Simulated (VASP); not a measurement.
An input for Ansatz (written as the equivalent of a VASP run, and not itself run):

Ansatz 0.2 input:
```yaml
crystal:
  lattice:
    - [0.0000000, 2.7700000, 2.7700000]
    - [2.7700000, 0.0000000, 2.7700000]
    - [2.7700000, 2.7700000, 0.0000000]
  atoms:
    - { symbol: Ba, position: [0.0000000, 0.0000000, 0.0000000] }
    - { symbol: O, position: [0.5000000, 0.5000000, 0.5000000] }
kpoints:
  mp_grid: { grid: [8, 8, 8] }
hamiltonian:
  xc: pbe
  pseudopotentials: { kind: paw }
scf:
  occupations: { method: methfessel_paxton, width: 0.2 }
  max_iter: 100
output: { forces: true, stress: true, eigenvalues: true }
```

Question: Translate this input to VASP (INCAR, KPOINTS, POSCAR, choice of POTCAR).

Answer: One answer among several that fit: 
**KPOINTS**
```
Automatic mesh
0
Gamma
8 8 8
0 0 0
```

**INCAR**
```
# general
SYSTEM  = BaO
PREC    = Accurate
ENCUT   = 520
LREAL   = .False.   # projection in real space or not
LASPH   = .True.   # aspherical one-centre terms

# electronic loop
EDIFF   = 1E-6
NELM    = 100
ALGO    = Normal
LMAXMIX = 4   # l cut-off of mixed one-centre charges

# smearing
ISMEAR  = 1
SIGMA   = 0.2

# functional
GGA     = PE   # PBE

# ions
ISIF    = 2

# output
LWAVE   = .False.
LCHARG  = .False.
```

File POSCAR:
```
BaO
1.0
  0.0000000000   2.7700000000   2.7700000000
  2.7700000000   0.0000000000   2.7700000000
  2.7700000000   2.7700000000   0.0000000000
Ba O
1 1
Cartesian
  0.0000000000   0.0000000000   0.0000000000
  2.7700000000   2.7700000000   2.7700000000
```

POTCAR, in this order: Ba_sv O (PBE.64 set). Program: vasp_std.

Limits of the translation: each code has its own PAW files, so the cut-off isn't converted (ENCUT is set for VASP's; basis.ecutwfc is left out, and Ansatz then takes the one that its files recommend); Ansatz stops its SCF on the density residual and VASP on the energy change (EDIFF).

The compound is BaO in the rock salt structure. The cell was not relaxed at this level. The run is one of a series of settings (ISMEAR = 1, SIGMA = 0.2 against the base run), some of them coarse on purpose.
